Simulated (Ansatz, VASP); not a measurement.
# Cross-check of TiZnSe3 between VASP and Ansatz, part 2 of 2

Wanted: the spread between two codes on one cell, functional and k mesh. The cell is generated by rule, not measured, and may not be a known phase. The cell is taken from a series of runs on this material, whose earlier steps may have relaxed, scaled, displaced or heated it; both programs get it as it stands.

VASP 6.6.1 and Ansatz 0.2.0.

So far: The structure; Ansatz: relaxation of cell and atoms, PBE.

### Step 3. VASP: relaxation of cell and atoms, PBE

Level of this step: PBE, no spin polarisation; plane waves and PAW (Zn, Ti_sv, Se); invented cell (VASP).

The same cell, functional, mesh and smearing now go to VASP, with its own data sets.

Lines of VASP's logs that name or quote its potential files are left out, and so is its time.

Contents of INCAR:

```
SYSTEM = TiZnSe3
PREC = Accurate
ENCUT = 500
EDIFF = 1E-07
NELM = 120
ISMEAR = 1
SIGMA = 0.2
LREAL = .FALSE.
ALGO = Normal
GGA = PE
NBANDS = 27
LASPH = .TRUE.
LORBIT = 11
LWAVE = .FALSE.
LCHARG = .FALSE.
ISIF = 3
IBRION = 2
NSW = 80
EDIFFG = -0.005
GGA_COMPAT = .FALSE.
NELMIN = 4
KPAR = 2
```

Contents of POSCAR:

```
TiZnSe3
1.0
    3.6276550000      2.0944280000      3.1222360000
   -3.6276550000      2.0944280000      3.1222360000
    0.0000000000     -4.1888560000      3.1222360000
Zn Ti Se
1 1 3
Direct
    0.8439055643      0.8439055643      0.8439055643
    0.5062677303      0.5062677303      0.5062677303
    0.5473400807      0.0439970120      0.5473401245
    0.0439970120      0.5473400807      0.5473401245
    0.5473401245      0.5473401245      0.0439969683
```

Contents of KPOINTS:

```
Automatic mesh
0
Gamma
9 9 9
0 0 0
```

Potentials, in the order of the species: Zn, Ti_sv and Se (PBE family, release 64).

The run is started by

```console
mpirun -np 2 vasp_std
```

Numbers of over 12 decimals in the logs are rounded to 6 here.

The log of the run:

```text
[banner, memory and clock lines left out]
running    2 mpi-ranks, on    1 nodes
 distrk:  each k-point on    1 cores,    2 groups
 distr:  one band on    1 cores,    1 groups

 POSCAR found type information on POSCAR ZnTiSe
 POSCAR found :  3 types and       5 ions
 LDA part: xc-table for (Slater+PW92), standard interpolation
 POSCAR, INCAR and KPOINTS ok, starting setup
 FFT: planning ... GRIDC
 FFT: planning ... GRID_SOFT
 FFT: planning ... GRID
 WAVECAR not read
 entering main loop
       N       E                     dE             d eps       ncg     rms          rms(c)
DAV:   1     0.363494556505E+03    0.36349E+03   -0.19147E+04  4590   0.150E+03
DAV:   2     0.236017782376E+02   -0.33989E+03   -0.33213E+03  4795   0.381E+02
DAV:   3    -0.231093551967E+02   -0.46711E+02   -0.45651E+02  7165   0.130E+02
DAV:   4    -0.260981253299E+02   -0.29888E+01   -0.29777E+01  6486   0.277E+01
DAV:   5    -0.262087370486E+02   -0.11061E+00   -0.11057E+00  6226   0.456E+00    0.131E+01
DAV:   6    -0.253813663198E+02    0.82737E+00   -0.44602E+01  6180   0.512E+01    0.221E+01
DAV:   7    -0.228378481776E+02    0.25435E+01   -0.75800E+01  6141   0.451E+01    0.802E+00
DAV:   8    -0.219374003551E+02    0.90045E+00   -0.21375E+00  5191   0.120E+01    0.367E+00
DAV:   9    -0.217238561828E+02    0.21354E+00   -0.14682E+00  6394   0.672E+00    0.138E+00
DAV:  10    -0.217154824685E+02    0.83737E-02   -0.25237E-01  5486   0.324E+00    0.529E-01
DAV:  11    -0.217128067231E+02    0.26757E-02   -0.21938E-02  6127   0.106E+00    0.187E-01
DAV:  12    -0.217129177452E+02   -0.11102E-03   -0.21035E-03  5899   0.305E-01    0.105E-01
DAV:  13    -0.217131433215E+02   -0.22558E-03   -0.49918E-04  4886   0.160E-01    0.417E-02
DAV:  14    -0.217131605401E+02   -0.17219E-04   -0.36628E-05  5400   0.559E-02    0.188E-02
DAV:  15    -0.217131801500E+02   -0.19610E-04   -0.23851E-05  4662   0.318E-02    0.470E-03
DAV:  16    -0.217131806760E+02   -0.52600E-06   -0.17297E-06  6198   0.875E-03    0.231E-03
DAV:  17    -0.217131809055E+02   -0.22947E-06   -0.48135E-07  3918   0.478E-03    0.106E-03
DAV:  18    -0.217131808710E+02    0.34500E-07   -0.74694E-08  3226   0.217E-03
   1 F= -.21713181E+02 E0= -.21715265E+02  d E =-.217132E+02
[...]
2 F= -.21713282E+02 E0= -.21715383E+02  d E =-.100941E-03
[...]
3 F= -.21713318E+02 E0= -.21715413E+02  d E =-.136948E-03
[...]
4 F= -.21713318E+02 E0= -.21715413E+02  d E =-.137015E-03
[...]
5 F= -.21713318E+02 E0= -.21715413E+02  d E =-.136767E-03
 curvature:  -1.33 expect dE=-0.173E-04 dE for cont linesearch -0.706E-06
 ZBRENT: accuracy reached
 trial: gam= 0.06676 g(F)=  0.726E-05 g(S)=  0.571E-05 ort =-0.149E-04 (trialstep = 0.938E+00)
 search vector abs. value=  0.128E-04
 bond charge predicted
       N       E                     dE             d eps       ncg     rms          rms(c)
DAV:   1    -0.217133319538E+02   -0.14250E-04   -0.11316E-03  5178   0.314E-01    0.279E-02
DAV:   2    -0.217133406517E+02   -0.86979E-05   -0.19251E-04  5002   0.114E-01    0.284E-02
DAV:   3    -0.217133271244E+02    0.13527E-04   -0.88838E-05  4930   0.542E-02    0.107E-02
DAV:   4    -0.217133257064E+02    0.14180E-05   -0.50428E-06  5473   0.172E-02    0.330E-03
DAV:   5    -0.217133257145E+02   -0.81081E-08   -0.92145E-07  7515   0.599E-03
   6 F= -.21713326E+02 E0= -.21715413E+02  d E =-.807648E-05
 trial-energy change:   -0.000008  1 .order   -0.000009   -0.000011   -0.000006
 step:   2.0301(harm=  2.0301)  dis= 0.00070  next Energy=   -21.713330 (dE=-0.122E-04)
 reached required accuracy - stopping structural energy minimisation
```

OUTCAR, selected parts (step 3):

```text
ion  position               nearest neighbor table
   1  0.844  0.844  0.844-   3 2.42   4 2.42   5 2.42
   2  0.506  0.506  0.506-   3 2.42   4 2.42   5 2.42   3 2.84   4 2.84   5 2.84
   3  0.547  0.044  0.547-   1 2.42   2 2.42   2 2.84
   4  0.044  0.547  0.547-   1 2.42   2 2.42   2 2.84
   5  0.547  0.547  0.044-   1 2.42   2 2.42   2 2.84

  LATTYP: Found a trigonal (rhomboedric) cell.
 ALAT       =     5.2244494665
 COS(alpha) =     0.0357246749

 Subroutine GETGRP returns: Found  6 space group operations
 (whereof  6 operations were pure point group operations)

The static configuration has the point symmetry C_3v.

 Found     85 irreducible k-points:

   k-points           NKPTS =     85   k-points in BZ     NKDIM =     85   number of bands    NBANDS=     27

   dimension x,y,z NGX =    40 NGY =   40 NGZ =   40
   dimension x,y,z NGXF=    80 NGYF=   80 NGZF=   80

   ENCUT  =  500.0 eV  36.75 Ry    6.06 a.u.   9.53  9.53  9.53*2*pi/ulx,y,z

   NELECT =      42.0000    total number of electrons

 k-points in reciprocal lattice and weights: Automatic mesh
   0.00000000  0.00000000  0.00000000       0.001
   0.11111111 -0.00000000 -0.00000000       0.008
   0.22222222 -0.00000000  0.00000000       0.008
   0.33333333 -0.00000000  0.00000000       0.008
   0.44444444 -0.00000000  0.00000000       0.008
   0.11111111  0.11111111 -0.00000000       0.008
   0.22222222  0.11111111 -0.00000000       0.016
   0.33333333  0.11111111  0.00000000       0.016
   0.44444444  0.11111111  0.00000000       0.016
[...]
0.44444444  0.44444444  0.44444444       0.003
  -0.44444444  0.44444444  0.44444444       0.008

 average (electrostatic) potential at core
       1 -37.8061       2 -80.2297       3 -56.1273       4 -56.1273       5 -56.1273

 E-fermi :   1.8638

 k-point     1 :       0.0000    0.0000    0.0000
  band No.  band energies     occupation
    ...
     18       0.1453      2.00000
     19       0.8159      2.00000
     20       0.8159      2.00000
     21       1.1523      2.00001
     22       1.8522      1.09833
     23       2.3123     -0.00677
     24       2.3123     -0.00677
     25       2.9708     -0.00000
     26       3.1698     -0.00000
     27       3.1698     -0.00000

 k-point     2 :       0.1111   -0.0000   -0.0000
  band No.  band energies     occupation
    ...
     18       0.0744      2.00000
     19       0.6873      2.00000
     20       0.7047      2.00000
     21       1.1226      2.00000
     22       1.8945      0.74335
     23       2.2648     -0.01573
     24       2.4437     -0.00032
     25       2.9940     -0.00000
     26       3.1733     -0.00000
     27       3.3871     -0.00000

 k-point     3 :       0.2222   -0.0000    0.0000
  band No.  band energies     occupation
    ...
     17      -0.2293      2.00000
     18      -0.2185      2.00000
     19       0.3879      2.00000
     20       0.5481      2.00000
     21       1.0864      2.00000
     22       2.0699     -0.05605
     23       2.2983     -0.00880
     24       2.7016     -0.00000
     25       3.1814     -0.00000
     26       3.1881     -0.00000
    ...

  Total       -0.0106626     -0.0106626      0.0017906      0.0000000      0.0000000      0.0000000
  in kB       -0.1197979     -0.1197979      0.0201182      0.0000000      0.0000000      0.0000000
  external PRESSURE =      -0.0731592 kB  Pullay stress =       0.0000000 kB

  energy-cutoff  :      500.00
  volume of cell :      142.60
      direct lattice vectors                 reciprocal lattice vectors
     3.629914429  2.095732483  3.124214693     0.137744294  0.079526690  0.106693479
    -3.629914429  2.095732483  3.124214693    -0.137744294  0.079526690  0.106693479
    -0.000000000 -4.191464966  3.124214693     0.000000000 -0.159053379  0.106693479

 POSITION                                       TOTAL-FORCE (eV/Angst)
 -----------------------------------------------------------------------------------
     -0.00000      0.00000      7.91095         0.000000     -0.000000      0.002263
     -0.00000      0.00000      4.74595         0.000000      0.000000      0.004048
      1.82662     -1.05460      3.55674        -0.001588      0.000917     -0.002104
     -1.82662     -1.05460      3.55674         0.001588      0.000917     -0.002104
     -0.00000      2.10920      3.55674         0.000000     -0.001834     -0.002104
 -----------------------------------------------------------------------------------
    total drift:                               -0.000000      0.000112     -0.000031

  FREE ENERGIE OF THE ION-ELECTRON SYSTEM (eV)
  ---------------------------------------------------
  free  energy   TOTEN  =       -21.7133257145 eV

  energy  without entropy=      -21.7195868875  energy(sigma->0) =      -21.71541277

 reached required accuracy - stopping structural energy minimisation

 total charge
# of ion       s       p       d       tot
------------------------------------------
    1        0.562   0.349   9.790  10.701
    2        2.173   6.117   1.839  10.129
    3        1.459   2.377   0.022   3.858
    4        1.459   2.377   0.022   3.858
    5        1.459   2.377   0.022   3.858
--------------------------------------------------
tot          7.111  13.596  11.696  32.403

[... 3 further parts left out ...]
```

CONTCAR:

```
TiZnSe3
   1.00000000000000
     3.6299144292177039    2.0957324828314592    3.1242146934213859
    -3.6299144292177039    2.0957324828314592    3.1242146934213859
    -0.0000000000000000   -4.1914649656629184    3.1242146934213859
  Zn              Ti              Se
     1     1     3
Direct
     0.8440466831192321    0.8440466831192321    0.8440466831192321
     0.5063616449148818    0.5063616449148818    0.5063616449148818
     0.5472180076467257    0.0440061246724496    0.5472180514467205
     0.0440061246724496    0.5472180076467257    0.5472180514467205
     0.5472180514467205    0.5472180514467205    0.0440060809724565
```

### Step 4. Comparison

Known differences besides the potentials themselves: the data sets hold 72 valence electrons in Ansatz (on its PAW soft_1 files) and 42 in VASP; the cutoff is 420 eV in Ansatz and 500 eV in VASP; Ansatz adds a Pulay correction to the stress that steers its cell, VASP none. Total energies have different zeros and are not compared.

The two programs side by side:

| quantity | Ansatz | VASP | difference |
| --- | --- | --- | --- |
| volume (Å³) | 142.41 | 142.60 | -0.13 % |
| edge a after relaxation, in the typed setting (Å) | 5.226 | 5.228 | -0.04 % |

### Step 5. Outcome

| Quantity | Value |
| --- | --- |
| difference in volume (relaxation of cell and atoms, PBE) | -0.13 % |

**Reading.** The difference in volume is -0.13 % (relaxation of cell and atoms, PBE), within the 1.2 % picked in this series as the mark of a large difference, as far as the stopping tolerances let one tell. The data sets hold unlike numbers of valence electrons (72 in Ansatz and 42 in VASP), so part of the differences comes from the potentials. How closely two codes agree says nothing of how well the functional describes the real material.

[Lines on the potential files, build, host, timing and source positions are cut from VASP's logs without a mark.]

[Logs are printed without paths, hosts, clocks, repeated set-up lines and the standing remarks that a program may print on its own settings, such as how far it seeks lower states.]

[Hosts, paths, dates, database ids (printed as entryN), source tags and the programs' standing remarks are cut or masked in the printed files.]
